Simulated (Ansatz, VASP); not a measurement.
# Cross-check of BN between VASP and Ansatz, part 3 of 4

Aim: how closely do two programs agree when they are given the same cell, functional and k mesh? The cell is taken from a series of runs on this material, whose earlier steps may have relaxed, scaled, displaced or heated it; both programs get it as it stands.

VASP 6.6.1 and Ansatz 0.2.0.

So far: The starting structure; Ansatz: zone-centre phonons, PBE, pair 1; VASP: zone-centre phonons, PBE, pair 1.

## Step 3: VASP: zone-centre phonons, PBE, pair 1 (continued)

Level of this step: PBE; plane waves and PAW (B, N) (VASP).

Numbers of over 12 decimals in the logs are rounded to 6 here.

Parts of OUTCAR (step 3):

```text
ion  position               nearest neighbor table
   1  0.333  0.667  0.250-   4 1.45   4 1.45   4 1.45
   2  0.667  0.333  0.750-   3 1.45   3 1.45   3 1.45
   3  0.333  0.667  0.750-   2 1.45   2 1.45   2 1.45
   4  0.667  0.333  0.250-   1 1.45   1 1.45   1 1.45

  LATTYP: Found a hexagonal cell.
 ALAT       =     2.5120478843
 C/A-ratio  =     3.3326938078

 Subroutine GETGRP returns: Found 24 space group operations
 (whereof 12 operations were pure point group operations)

The static configuration has the point symmetry D_3d.
 The point group associated with its full space group is D_6h.

 Found     36 irreducible k-points:

   k-points           NKPTS =     36   k-points in BZ     NKDIM =     36   number of bands    NBANDS=     14

   dimension x,y,z NGX =    20 NGY =   20 NGZ =   70
   dimension x,y,z NGXF=    40 NGYF=   40 NGZF=  140

   ENCUT  =  600.0 eV  44.10 Ry    6.64 a.u.   5.02  5.02 16.72*2*pi/ulx,y,z

   NELECT =      16.0000    total number of electrons

 k-points in reciprocal lattice and weights: Automatic mesh
   0.00000000  0.00000000  0.00000000       0.003
   0.11111111  0.00000000  0.00000000       0.019
   0.22222222  0.00000000  0.00000000       0.019
   0.33333333 -0.00000000  0.00000000       0.019
   0.44444444  0.00000000  0.00000000       0.019
   0.11111111  0.11111111  0.00000000       0.019
   0.22222222  0.11111111  0.00000000       0.037
   0.33333333  0.11111111  0.00000000       0.037
   0.44444444  0.11111111  0.00000000       0.019
[...]
0.33333333  0.22222222  0.50000000       0.037
   0.33333333  0.33333333  0.50000000       0.006

 average (electrostatic) potential at core
       1 -30.7221       2 -30.7221       3 -66.6282       4 -66.6282

  Total        0.0017942      0.0017942     -0.0509566     -0.0000000      0.0000000      0.0000000
  in kB        0.0628324      0.0628324     -1.7844382     -0.0000000      0.0000000      0.0000000
  external PRESSURE =      -0.5529245 kB  Pullay stress =       0.0000000 kB

  energy-cutoff  :      600.00
  volume of cell :       45.75
      direct lattice vectors                 reciprocal lattice vectors
     2.512047884  0.000000000  0.000000000     0.398081584  0.229832509  0.000000000
    -1.256023942  2.175497283  0.000000000     0.000000000  0.459665019  0.000000000
     0.000000000  0.000000000  8.371886429     0.000000000  0.000000000  0.119447392

 POSITION                                       TOTAL-FORCE (eV/Angst)
 -----------------------------------------------------------------------------------
     -0.00000      1.45033      2.09297        -0.000000      0.000000      0.000000
      1.25602      0.72517      6.27891        -0.000000      0.000000      0.000000
     -0.00000      1.45033      6.27891         0.000000      0.000000      0.000000
      1.25602      0.72517      2.09297         0.000000      0.000000      0.000000
 -----------------------------------------------------------------------------------
    total drift:                                0.000000     -0.000000      0.000000

 MACROSCOPIC STATIC DIELECTRIC TENSOR (including local field effects in DFT)
 ------------------------------------------------------
           4.012813    -0.000000    -0.000000
          -0.000000     4.012813     0.000000
          -0.000000    -0.000000     1.994790
 ------------------------------------------------------

 PIEZOELECTRIC TENSOR (including local field effects)  for field in x, y, z        (C/m^2)
          XX          YY          ZZ          XY          YZ          ZX
  --------------------------------------------------------------------------------
  x     0.00000     0.00000     0.00000     0.00000     0.00000     0.00000
  y     0.00000     0.00000     0.00000     0.00000     0.00000     0.00000
  z     0.00000     0.00000     0.00000     0.00000     0.00000     0.00000

 BORN EFFECTIVE CHARGES (including local field effects) (in |e|, cummulative output)
 ---------------------------------------------------------------------------------
 ion    1
    1     2.71131    -0.00000     0.00000
    2    -0.00000     2.71131     0.00000
    3     0.00000     0.00000     0.48636
 ion    2
    1     2.71131    -0.00000     0.00000
    2    -0.00000     2.71131     0.00000
    3    -0.00000    -0.00000     0.48636
 ion    3
    1    -2.71131     0.00000     0.00000
    2     0.00000    -2.71131     0.00000
    3    -0.00000    -0.00000    -0.48636
 ion    4
    1    -2.71131     0.00000     0.00000
    2     0.00000    -2.71131     0.00000
    3     0.00000    -0.00000    -0.48636

 Eigenvectors and eigenvalues of the dynamical matrix
 ----------------------------------------------------

   1 f  =   40.209039 THz   252.640841 2PiTHz 1341.229159 cm-1   166.291147 meV
             X         Y         Z           dx          dy          dz
     -0.000000  1.450332  2.092972     0.156710   -0.507528    0.000000
      1.256024  0.725166  6.278915    -0.156710    0.507528    0.000000
     -0.000000  1.450332  6.278915     0.137704   -0.445977   -0.000000
      1.256024  0.725166  2.092972    -0.137704    0.445977   -0.000000

   2 f  =   40.209039 THz   252.640841 2PiTHz 1341.229159 cm-1   166.291147 meV
             X         Y         Z           dx          dy          dz
     -0.000000  1.450332  2.092972    -0.507528   -0.156710    0.000000
      1.256024  0.725166  6.278915     0.507528    0.156710   -0.000000
     -0.000000  1.450332  6.278915    -0.445977   -0.137704    0.000000
      1.256024  0.725166  2.092972     0.445977    0.137704   -0.000000

   3 f  =   40.192014 THz   252.533874 2PiTHz 1340.661289 cm-1   166.220740 meV
             X         Y         Z           dx          dy          dz
     -0.000000  1.450332  2.092972     0.156708   -0.507522    0.000000
      1.256024  0.725166  6.278915     0.156708   -0.507522    0.000000
     -0.000000  1.450332  6.278915    -0.137706    0.445983    0.000000
      1.256024  0.725166  2.092972    -0.137706    0.445983    0.000000

   4 f  =   40.192014 THz   252.533874 2PiTHz 1340.661289 cm-1   166.220740 meV
             X         Y         Z           dx          dy          dz
     -0.000000  1.450332  2.092972    -0.507522   -0.156708    0.000000
      1.256024  0.725166  6.278915    -0.507522   -0.156708   -0.000000
     -0.000000  1.450332  6.278915     0.445983    0.137706    0.000000
      1.256024  0.725166  2.092972     0.445983    0.137706    0.000000

   5 f  =   24.030630 THz   150.988904 2PiTHz  801.575552 cm-1    99.382657 meV
             X         Y         Z           dx          dy          dz
     -0.000000  1.450332  2.092972     0.000000    0.000000    0.531143
      1.256024  0.725166  6.278915     0.000000    0.000000   -0.531143
     -0.000000  1.450332  6.278915    -0.000000   -0.000000    0.466784
      1.256024  0.725166  2.092972     0.000000    0.000000   -0.466784

   6 f  =   23.257192 THz   146.129247 2PiTHz  775.776422 cm-1    96.183975 meV
             X         Y         Z           dx          dy          dz
     -0.000000  1.450332  2.092972     0.000000   -0.000000   -0.531244
      1.256024  0.725166  6.278915     0.000000    0.000000   -0.531244
     -0.000000  1.450332  6.278915    -0.000000   -0.000000    0.466669
      1.256024  0.725166  2.092972     0.000000   -0.000000    0.466669

   7 f  =    0.727563 THz     4.571411 2PiTHz   24.268876 cm-1     3.008956 meV
             X         Y         Z           dx          dy          dz
     -0.000000  1.450332  2.092972    -0.000000   -0.000000   -0.466784
      1.256024  0.725166  6.278915     0.000000    0.000000    0.466784
     -0.000000  1.450332  6.278915     0.000000    0.000000    0.531143
      1.256024  0.725166  2.092972    -0.000000   -0.000000   -0.531143

   8 f  =    0.136975 THz     0.860639 2PiTHz    4.568991 cm-1     0.566482 meV
             X         Y         Z           dx          dy          dz
     -0.000000  1.450332  2.092972     0.184918   -0.428559   -0.000000
      1.256024  0.725166  6.278915    -0.184918    0.428559   -0.000000
     -0.000000  1.450332  6.278915    -0.210440    0.487706   -0.000000
      1.256024  0.725166  2.092972     0.210440   -0.487706   -0.000000

   9 f  =    0.136975 THz     0.860639 2PiTHz    4.568991 cm-1     0.566482 meV
             X         Y         Z           dx          dy          dz
     -0.000000  1.450332  2.092972    -0.428559   -0.184918    0.000000
      1.256024  0.725166  6.278915     0.428559    0.184918    0.000000
     -0.000000  1.450332  6.278915     0.487706    0.210440    0.000000
      1.256024  0.725166  2.092972    -0.487706   -0.210440    0.000000

  10 f/i=    0.000459 THz     0.002881 2PiTHz    0.015297 cm-1     0.001897 meV
             X         Y         Z           dx          dy          dz
     -0.000000  1.450332  2.092972    -0.211205    0.416241    0.000000
      1.256024  0.725166  6.278915    -0.211205    0.416241    0.000000
     -0.000000  1.450332  6.278915    -0.240348    0.473676    0.000000
      1.256024  0.725166  2.092972    -0.240348    0.473676    0.000000

  11 f/i=    0.000459 THz     0.002881 2PiTHz    0.015297 cm-1     0.001897 meV
             X         Y         Z           dx          dy          dz
     -0.000000  1.450332  2.092972    -0.416241   -0.211205    0.000000
      1.256024  0.725166  6.278915    -0.416241   -0.211205    0.000000
     -0.000000  1.450332  6.278915    -0.473676   -0.240348    0.000000
      1.256024  0.725166  2.092972    -0.473676   -0.240348    0.000000

  12 f/i=    0.003657 THz     0.022979 2PiTHz    0.121990 cm-1     0.015125 meV
             X         Y         Z           dx          dy          dz
     -0.000000  1.450332  2.092972     0.000000   -0.000000    0.466669
      1.256024  0.725166  6.278915     0.000000   -0.000000    0.466669
     -0.000000  1.450332  6.278915     0.000000   -0.000000    0.531244
      1.256024  0.725166  2.092972     0.000000   -0.000000    0.531244

 MACROSCOPIC STATIC DIELECTRIC TENSOR IONIC CONTRIBUTION
 ------------------------------------------------------
           1.442117    -0.000000     0.000000
          -0.000000     1.442117     0.000000
           0.000000     0.000000     0.138592
 ------------------------------------------------------

 ELASTIC MODULI CONTR FROM IONIC RELAXATION (kBar)
 Direction    XX          YY          ZZ          XY          YZ          ZX
 --------------------------------------------------------------------------------
 XX        -230.6244    230.6244     -0.0000      0.0000      0.0000      0.0000
 YY         230.6244   -230.6244      0.0000      0.0000     -0.0000     -0.0000
 ZZ          -0.0000      0.0000     -0.0000     -0.0000      0.0000      0.0000
 XY           0.0000      0.0000     -0.0000   -230.6244     -0.0000     -0.0000
 YZ           0.0000     -0.0000      0.0000     -0.0000     -0.0000     -0.0000
 ZX           0.0000     -0.0000      0.0000     -0.0000     -0.0000     -0.0000
 --------------------------------------------------------------------------------

 PIEZOELECTRIC TENSOR IONIC CONTR  for field in x, y, z        (C/m^2)
          XX          YY          ZZ          XY          YZ          ZX
  --------------------------------------------------------------------------------
  x     0.00000    -0.00000    -0.00000     0.00000     0.00000     0.00000
  y     0.00000    -0.00000     0.00000    -0.00000    -0.00000    -0.00000
  z    -0.00000     0.00000    -0.00000    -0.00000    -0.00000    -0.00000
```

## Step 4: Differences

Known differences besides the potentials themselves: fixed occupations in Ansatz, narrow Gaussian smearing in VASP; VASP's response is taken on the typed mesh, Ansatz refines its own for the field response alone; the cutoff is 420 eV in Ansatz and 600 eV in VASP. Total energies have different zeros and are not compared.

The two programs side by side:

```
                                    quantity  Ansatz    VASP  difference
                                       ε∞ xx    4.01    4.01     -0.02 %
                                       ε∞ yy    4.01    4.01     -0.02 %
                                       ε∞ zz    1.99    1.99     -0.01 %
Born charge of B1 (mean of the diagonal) (e)    1.97    1.97        0.00
Born charge of N3 (mean of the diagonal) (e)   -1.97   -1.97        0.00
                  optical mode 1 to 2 (cm⁻¹)    12.6     4.6        +8.0
                       optical mode 3 (cm⁻¹)    27.4    24.3        +3.1
                       optical mode 4 (cm⁻¹)   774.5   775.8     -0.17 %
                       optical mode 5 (cm⁻¹)   800.1   801.6     -0.18 %
                  optical mode 6 to 7 (cm⁻¹)  1342.4  1340.7     +0.13 %
                  optical mode 8 to 9 (cm⁻¹)  1342.5  1341.2     +0.09 %
```

Modes are paired by rising frequency, not by their patterns, so a pair may set unlike modes beside each other; they are those without the splitting of longitudinal modes.

## Step 5: VASP: zone-centre phonons, PBE, pair 2

Second derivatives magnify differences that forces hide, and they need a tight electronic threshold. The cell compared in this pair holds 46.45 Å³, against 45.75 Å³ for the pair before.

Contents of INCAR:

```
SYSTEM = BN
PREC = Accurate
ENCUT = 600
EDIFF = 1E-08
NELM = 120
ISMEAR = 0
SIGMA = 0.01
LREAL = .FALSE.
ALGO = Normal
GGA = PE
NBANDS = 14
LORBIT = 11
LWAVE = .FALSE.
LCHARG = .FALSE.
ISIF = 2
IBRION = 8
LEPSILON = .TRUE.
LASPH = .TRUE.
GGA_COMPAT = .FALSE.
EFERMI = MIDGAP
KPAR = 2
```

Contents of POSCAR:

```
BN
1.0
    2.5121554054      0.0000000000      0.0000000000
   -1.2560777027      2.1755903993      0.0000000000
    0.0000000000      0.0000000000      8.4986495485
B N
2 2
Direct
    0.3333333333      0.6666666667      0.2500000000
    0.6666666667      0.3333333333      0.7500000000
    0.3333333333      0.6666666667      0.7500000000
    0.6666666667      0.3333333333      0.2500000000
```

Contents of KPOINTS:

```
Automatic mesh
0
Gamma
9 9 4
0 0 0
```

Potentials, in the order of the species: B and N (PBE family, release 64).

On the command line:

```sh
$ mpirun -np 2 vasp_std
```

Log:

```text
[... set-up lines as in an earlier step ...]
 entering main loop
       N       E                     dE             d eps       ncg     rms          rms(c)
DAV:   1     0.765281333049E+02    0.76528E+02   -0.84955E+03  1008   0.114E+03
DAV:   2    -0.331134074402E+02   -0.10964E+03   -0.96880E+02  1426   0.258E+02
DAV:   3    -0.388776433678E+02   -0.57642E+01   -0.57183E+01  1332   0.621E+01
DAV:   4    -0.389462277634E+02   -0.68584E-01   -0.68537E-01  1212   0.718E+00
[...]
DAV:  13    -0.352139705725E+02   -0.57417E-06   -0.24393E-06  1362   0.125E-02    0.138E-03
DAV:  14    -0.352139707793E+02   -0.20679E-06   -0.25338E-07  1098   0.444E-03    0.585E-04
DAV:  15    -0.352139707766E+02    0.26496E-08   -0.27862E-09  1044   0.580E-04
   1 F= -.35213971E+02 E0= -.35213971E+02  d E =0.000000E+00
 Linear response reoptimize wavefunctions to high precision
DAV:   1    -0.352139707729E+02    0.37332E-08   -0.26979E-09  1132   0.400E-04
DAV:   2    -0.352139707729E+02   -0.59572E-10   -0.89037E-11   732   0.106E-04
 Linear response G [H, r] |phi>, progress :
  Direction:   1
[...]
RMM:  13    -0.236041850537E+00    0.13510E-07    0.52835E-06  3948   0.618E-06    0.879E-08
 first order change of Fermi-energy   0.96241E-04
 force on displaced ion       3 direction 1 : -40.324   0.003   0.000
 Born effective charge ion    3 direction 1 :  -2.712   0.001   0.000
 Linear response progress:
  Degree of freedom:   4/  4
       N       E                     dE             d eps       ncg     rms          rms(c)
RMM:   1    -0.271320086139E+00   -0.27132E+00    0.17172E-01  2161   0.298E+00
RMM:   2    -0.272473788003E+00   -0.11537E-02   -0.26775E-03  1895   0.355E-01    0.192E-01
RMM:   3    -0.272653952197E+00   -0.18016E-03   -0.16317E-03  1905   0.240E-01    0.863E-02
RMM:   4    -0.273646930315E+00   -0.99298E-03   -0.86011E-04  1964   0.164E-01    0.144E-02
[...]
RMM:  11    -0.273518707465E+00   -0.98470E-07    0.10562E-08  2098   0.179E-05    0.151E-06
RMM:  12    -0.273518689295E+00    0.18170E-07    0.32274E-09  2095   0.763E-06    0.439E-07
RMM:  13    -0.273518682843E+00    0.64518E-08   -0.15355E-09  1595   0.438E-06    0.137E-07
 first order change of Fermi-energy   0.18671E-04
 force on displaced ion       3 direction 3 :  -0.000   0.000 -13.983
 Born effective charge ion    3 direction 3 :   0.000   0.000  -0.478
 Born effective charges drift removed
 Linear response finished
```

OUTCAR, selected parts (step 5):

```text
  Total       -0.0089511     -0.0089511     -0.0591114      0.0000000     -0.0000000      0.0000000
  in kB       -0.3087563     -0.3087563     -2.0389573      0.0000000     -0.0000000      0.0000000
  external PRESSURE =      -0.8854900 kB  Pullay stress =       0.0000000 kB

 POSITION                                       TOTAL-FORCE (eV/Angst)
 -----------------------------------------------------------------------------------
     -0.00000      1.45039      2.12466         0.000000     -0.000000      0.000000
      1.25608      0.72520      6.37399        -0.000000      0.000000      0.000000
     -0.00000      1.45039      6.37399         0.000000     -0.000000      0.000000
      1.25608      0.72520      2.12466        -0.000000      0.000000      0.000000
 -----------------------------------------------------------------------------------
    total drift:                               -0.000000      0.000000      0.000000

 MACROSCOPIC STATIC DIELECTRIC TENSOR (including local field effects in DFT)
 ------------------------------------------------------
           3.968289     0.000000     0.000000
           0.000000     3.968289    -0.000000
           0.000000    -0.000000     1.965500
 ------------------------------------------------------

 MACROSCOPIC STATIC DIELECTRIC TENSOR IONIC CONTRIBUTION
 ------------------------------------------------------
           1.421055    -0.000000    -0.000000
          -0.000000     1.421055     0.000000
          -0.000000     0.000000     0.131517
 ------------------------------------------------------

[... 1 part as in an earlier step ...]

[... 1 further part left out ...]
```

## Step 6: Ansatz: zone-centre phonons, PBE, pair 2

The same cell, functional and mesh now go to Ansatz, which takes its cutoff from its data sets.

The cell is taken from a series of runs on this material, whose earlier steps may have relaxed, scaled, displaced or heated it; both programs get it as it stands.

Contents of input.yaml:

```yaml
crystal:
  lattice:
    - [2.5121554054, 0.0, 0.0]
    - [-1.2560777027, 2.1755903993, 0.0]
    - [0.0, 0.0, 8.4986495485]
  atoms:
    - { symbol: B, position: [0.3333333333, 0.6666666667, 0.25] }
    - { symbol: B, position: [0.6666666667, 0.3333333333, 0.75] }
    - { symbol: "N", position: [0.3333333333, 0.6666666667, 0.75] }
    - { symbol: "N", position: [0.6666666667, 0.3333333333, 0.25] }
kpoints:
  mp_grid: { grid: [9, 9, 4] }
hamiltonian:
  xc: pbe
scf:
  occupations: { method: fixed }
output:
  eigenvalues: true
phonons:
  method: dfpt
  dielectric: true
  rigid_motions: translations
```

On the command line:

```sh
$ ansatz run input.yaml --threads 4 --pin off --max-ram 7168MiB --backend cpu --events-out ev --progress --plain --runs-dir out
```

Log:

```text
[...]
Crystal: 4 atoms, lattice volume = 46.449 Å³
Basis set: ecut = 420 eV, 899 PW (Γ), exchange–correlation on 36×36×120 points (8 copies of the dense FFT grid, shifted against one another)
Bands: 12, of which v1, the nominal top of the filled ones, is band 8 counted from 1 (7 counted from 0)
Symmetry: 24 space group operations
k-points: 95 of 324 (irreducible under 2 space group operations, time reversal used)
[...]
optical modes at Γ + LO–TO along q̂ = [1.0000, 0.0000, 0.0000]:
      ω (cm⁻¹)  modes    IR ((D/Å)²/amu)
[...]
optical modes at Γ + LO–TO along q̂ = [0.0000, 1.0000, 0.0000]:
      ω (cm⁻¹)  modes    IR ((D/Å)²/amu)
[...]
optical modes at Γ + LO–TO along q̂ = [0.0000, 0.0000, 1.0000]:
      ω (cm⁻¹)  modes    IR ((D/Å)²/amu)
[...]
800.29      1             0.0000
        800.83      1             1.7149
       1342.17      2             0.0000
       1342.22      2           111.4635
[key lines of the parts left out:]
SCF converged after 7 iterations
Free energy (F): -1084.861216 eV
Fermi energy:    2.403979 eV
```

## Step 7: Side by side

Both answers:

```
                                                   quantity  Ansatz    VASP  difference
                                                      ε∞ xx    3.97    3.97     -0.01 %
                                                      ε∞ yy    3.97    3.97     -0.01 %
                                                      ε∞ zz    1.97    1.97     -0.01 %
               Born charge of B1 (mean of the diagonal) (e)    1.97    1.97        0.00
               Born charge of N3 (mean of the diagonal) (e)   -1.97   -1.97        0.00
optical mode 1 to 2 (imaginary, printed as negative) (cm⁻¹)    11.6    -5.9       +17.5
                                      optical mode 3 (cm⁻¹)    24.3    21.3        +3.0
                                      optical mode 4 (cm⁻¹)   775.4   776.7     -0.17 %
                                      optical mode 5 (cm⁻¹)   800.3   801.7     -0.18 %
                                 optical mode 6 to 7 (cm⁻¹)  1342.2  1340.4     +0.13 %
                                 optical mode 8 to 9 (cm⁻¹)  1342.2  1341.0     +0.09 %
```

Modes are paired by rising frequency, not by their patterns, so a pair may set unlike modes beside each other; they are those without the splitting of longitudinal modes.

(Part 3 of 4 ends here.)

[Lines on the potential files, build, host, timing and source positions are cut from VASP's logs without a mark.]

[Logs are printed without paths, hosts, clocks, repeated set-up lines and the standing remarks that a program may print on its own settings, such as how far it seeks lower states.]

[Hosts, paths, dates, database ids (printed as entryN), source tags and the programs' standing remarks are cut or masked in the printed files.]
